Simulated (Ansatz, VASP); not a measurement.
# Zr in two plane-wave programs, part 2 of 2

One calculation is typed for both programs; each brings its own data sets. How far apart do they land? Of the first pair: The cell is taken from a series of runs on this material, whose earlier steps may have relaxed, scaled, displaced or heated it; both programs get it as it stands.

VASP 6.6.1 and Ansatz 0.2.0.

So far: Set-up; VASP: relaxation of cell and atoms, PBEsol; Ansatz: relaxation of cell and atoms, PBEsol; Comparison; Ansatz: relaxation, PBEsol.

**6. VASP: single point, PBEsol, pair 2**

Level of this step: PBEsol; plane waves and PAW (Zr_sv) (VASP).

The same cell, functional, mesh and smearing now go to VASP, with its own data sets.

Input file INCAR:

```
SYSTEM = Zr
PREC = Accurate
ENCUT = 500
EDIFF = 1E-06
NELM = 120
ISMEAR = -1
SIGMA = 0.05
LREAL = .FALSE.
ALGO = Normal
GGA = PS
NBANDS = 18
LASPH = .TRUE.
LORBIT = 11
LWAVE = .FALSE.
LCHARG = .FALSE.
ISIF = 2
GGA_COMPAT = .FALSE.
KPAR = 2
```

Input file POSCAR:

```
Zr
1.0
    3.2364062799      0.0000000000      0.0000000000
   -1.6182031399      2.8028100553      0.0000000000
    0.0000000000      0.0000000000      5.1760007645
Zr
2
Direct
    0.3333333333      0.6666666667      0.7500000000
    0.6666666667      0.3333333333      0.2500000000
```

Input file KPOINTS:

```
Automatic mesh
0
Gamma
16 16 9
0 0 0
```

Potentials, in the order of the species: Zr_sv (PBE family, release 64).

The run is started by

```sh
> mpirun -np 2 vasp_std
```

Numbers of over 12 decimals in the logs are rounded to 6 here.

Log:

```text
[banner, memory and clock lines left out]
running    2 mpi-ranks, on    1 nodes
[...]
[... a notice as in an earlier step ...]

 LDA part: xc-table for (Slater+PW92), standard interpolation
 POSCAR, INCAR and KPOINTS ok, starting setup
[...]
entering main loop
       N       E                     dE             d eps       ncg     rms          rms(c)
DAV:   1     0.207377558122E+03    0.20738E+03   -0.13160E+04  5408   0.129E+03
DAV:   2    -0.364395832395E+01   -0.21102E+03   -0.20779E+03  6412   0.372E+02
DAV:   3    -0.186338824610E+02   -0.14990E+02   -0.14854E+02  9732   0.720E+01
DAV:   4    -0.189882265481E+02   -0.35434E+00   -0.35410E+00  6462   0.116E+01
[...]
DAV:   9    -0.181463853983E+02   -0.29970E-03   -0.20099E-03  6914   0.414E-01    0.265E-02
DAV:  10    -0.181463604044E+02    0.24994E-04   -0.61869E-05  7978   0.437E-02    0.236E-02
DAV:  11    -0.181463602629E+02    0.14153E-06   -0.99139E-06  5992   0.366E-02
   1 F= -.18146360E+02 E0= -.18138257E+02  d E =-.162073E-01
```

Parts of OUTCAR (step 6):

```text
  Total       -1.1563054     -1.1563054     -1.1596883     -0.0000000      0.0000000      0.0000000
  in kB      -39.4577296    -39.4577296    -39.5731695     -0.0000000      0.0000000      0.0000000
  external PRESSURE =     -39.4962096 kB  Pullay stress =       0.0000000 kB

 POSITION                                       TOTAL-FORCE (eV/Angst)
 -----------------------------------------------------------------------------------
     -0.00000      1.86854      3.88200        -0.000000      0.000000      0.000000
      1.61820      0.93427      1.29400         0.000000     -0.000000      0.000000
 -----------------------------------------------------------------------------------
    total drift:                               -0.000000      0.000000     -0.000000

  FREE ENERGIE OF THE ION-ELECTRON SYSTEM (eV)
  ---------------------------------------------------
  free  energy   TOTEN  =       -18.1463602629 eV

  energy  without entropy=      -18.1301529830  energy(sigma->0) =      -18.13825662

[... 1 part as in an earlier step ...]

[... 2 further parts left out ...]
[key lines of the parts left out:]
E-fermi :   8.7694
```

The run ends at a pressure of -3.95 GPa.

**7. Differences**

What differs besides the data sets and the points named for the pairs above, as far as they apply: Ansatz's pressure holds a Pulay correction, VASP's none. Total energies have different zeros and are not compared.

Both answers:

| quantity | Ansatz | VASP | difference |
| --- | --- | --- | --- |
| pressure (GPa) | -4.01 | -3.95 | -0.06 |

**8. Ansatz: relaxation, PBEsol**

This run makes the geometry at which the two programs are then compared. The cell compared in this pair holds 42.88 Å³, against 46.95 Å³ for the pair before.

The structure compared here is the end of the Ansatz relaxation.

Input file input.yaml:

```yaml
crystal:
  lattice:
    - [3.1855092909, 0.0, 0.0]
    - [-1.5927546454, 2.7587319699, 0.0]
    - [0.0, 0.0, 5.1162433002]
  atoms:
    - { symbol: Zr, position: [0.3333333333, 0.6666666667, 0.75] }
    - { symbol: Zr, position: [0.6666666667, 0.3333333333, 0.25] }
kpoints:
  mp_grid: { grid: [16, 16, 9] }
scf:
  occupations: { method: fermi_dirac, width: 0.05 }
hamiltonian:
  xc: pbesol
  pseudopotentials: { kind: paw, azcp: { folder: soft_1 }, xc_functional: pbe }
basis:
  ecutwfc: 600
output:
  forces: true
  stress: true
relax:
  f_tol: 0.005
  max_steps: 70
  cell: { stress_tol: 0.02, p_target: 5 }
```

The run is started by

```sh
> ansatz run input.yaml --threads 4 --pin off --max-ram 10240MiB --backend cpu --events-out ev --progress --plain --runs-dir out
```

Log:

```text
[...]
Crystal: 2 atoms, lattice volume = 44.961 Å³
Basis set: ecut = 600 eV, 1485 PW (Γ), exchange–correlation on 54×54×90 points (8 copies of the dense FFT grid, shifted against one another)
Bands: 16, of which v1, the nominal top of the filled ones, is band 12 counted from 1 (11 counted from 0)
Symmetry: 24 space group operations
[...]
k-points: 150 of 2304
[...]
-0.000000       5.000034       0.000000
        0.000000       0.000000       5.000319
  P = ⅓ Tr σ = 5.0001 GPa (50.001 kbar)
--- Relaxed structure (6 steps of the walk, 5 accepted, 1 SCFs on fresh bases) ---
[...]
cell:  # Å, volume = 42.8811 Å³
    - [3.129034, -2.8355688730342703e-11, 0.0]
    - [-1.564517, 2.709823, 0.0]
    - [0.0, 0.0, 5.057252]
  atoms:
    - { symbol: Zr, position: [0.333333, 0.666667, 0.75] }
    - { symbol: Zr, position: [0.666667, 0.333333, 0.25] }
[key lines of the parts left out:]
SCF converged after 8 iterations
Free energy (F): -8257.294625 eV
Fermi energy:    15.221058 eV
```

**9. VASP: single point, PBEsol, pair 3**

The same cell, functional, mesh and smearing now go to VASP, with its own data sets.

INCAR is that of step 6.

Input file POSCAR:

```
Zr
1.0
    3.1290337657      0.0000000000      0.0000000000
   -1.5645168828      2.7098227304      0.0000000000
    0.0000000000      0.0000000000      5.0572518714
Zr
2
Direct
    0.3333333333      0.6666666667      0.7500000000
    0.6666666667      0.3333333333      0.2500000000
```

KPOINTS is that of step 6.

The run is started by

```sh
> mpirun -np 2 vasp_std
```

Log:

```text
[... set-up lines as in an earlier step ...]
 entering main loop
       N       E                     dE             d eps       ncg     rms          rms(c)
DAV:   1     0.208971253960E+03    0.20897E+03   -0.13263E+04  5408   0.130E+03
DAV:   2    -0.318390425312E+01   -0.21216E+03   -0.20864E+03  6314   0.379E+02
DAV:   3    -0.184640835762E+02   -0.15280E+02   -0.15131E+02  9722   0.734E+01
DAV:   4    -0.188436487092E+02   -0.37957E+00   -0.37915E+00  6368   0.120E+01
[...]
DAV:  10    -0.181382518247E+02    0.29083E-04   -0.38334E-05  7812   0.409E-02    0.244E-02
DAV:  11    -0.181382532690E+02   -0.14443E-05   -0.10024E-05  5764   0.373E-02    0.290E-03
DAV:  12    -0.181382531796E+02    0.89405E-07   -0.27829E-07  3276   0.393E-03
   1 F= -.18138253E+02 E0= -.18129801E+02  d E =-.169050E-01
```

From OUTCAR (step 9):

```text
  Total        1.3521168      1.3521168      1.3503286      0.0000000     -0.0000000      0.0000000
  in kB       50.5195045     50.5195045     50.4526893      0.0000000     -0.0000000      0.0000000
  external PRESSURE =      50.4972328 kB  Pullay stress =       0.0000000 kB

 POSITION                                       TOTAL-FORCE (eV/Angst)
 -----------------------------------------------------------------------------------
     -0.00000      1.80655      3.79294         0.000000     -0.000000      0.000000
      1.56452      0.90327      1.26431        -0.000000      0.000000      0.000000
 -----------------------------------------------------------------------------------
    total drift:                               -0.000000      0.000000     -0.000000

  FREE ENERGIE OF THE ION-ELECTRON SYSTEM (eV)
  ---------------------------------------------------
  free  energy   TOTEN  =       -18.1382531796 eV

  energy  without entropy=      -18.1213481688  energy(sigma->0) =      -18.12980067

[... 1 part as in an earlier step ...]

[... 2 further parts left out ...]
[key lines of the parts left out:]
E-fermi :   9.8066
```

The run ends at a pressure of 5.05 GPa.

**10. Differences**

The two programs side by side:

| quantity | Ansatz | VASP | difference |
| --- | --- | --- | --- |
| pressure (GPa) | 5.00 | 5.05 | -0.05 |

**11. What came out**

```json
{
 "difference in volume (relaxation of cell and atoms, PBEsol)": "-0.063 %",
 "difference in pressure (single point, PBEsol, pair 2)": "-0.059 GPa",
 "difference in pressure (single point, PBEsol, pair 3)": "-0.050 GPa"
}
```

What this shows: The difference in pressure is -0.059 GPa (single point, PBEsol, pair 2), within the 1 GPa picked in this series as the mark of a large difference. 4 further runs of this series are not shown here. Such differences can come from data sets, numerical settings and the points named under the comparisons, not from the functional's error against experiment.

[Lines on the potential files, build, host, timing and source positions are cut from VASP's logs without a mark.]

[Logs are printed without paths, hosts, clocks, repeated set-up lines and the standing remarks that a program may print on its own settings, such as how far it seeks lower states.]

[Hosts, paths, dates, database ids (printed as entryN), source tags and the programs' standing remarks are cut or masked in the printed files.]
